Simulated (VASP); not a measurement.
```xyz
2
Lattice="7.4491 -1.8193 1.1999 7.4491 1.8193 1.1999 6.5198 0.0000 4.2109" Properties=species:S:1:pos:R:3 pbc="T T T"
As     4.2358     0.0000     1.3074
As    17.1822     0.0000     5.3033
```

Calculation: revPBE GGA, VASP's PBE PAW potentials (set 64) (plane waves; VASP). Run with 520 eV cut-off, 9×9×9 Γ-centred mesh, tetrahedra with Blöchl corrections, potentials As.

**Question.** What does the run give for the energy per atom (σ→0)?

**Answer.** 
```yaml
energy per atom (σ→0): -4421 meV/atom
```

Only differences to runs with the same potentials and settings are physical.

The compound is As in the a7 structure. It was relaxed first, which changed the volume by +99 %.
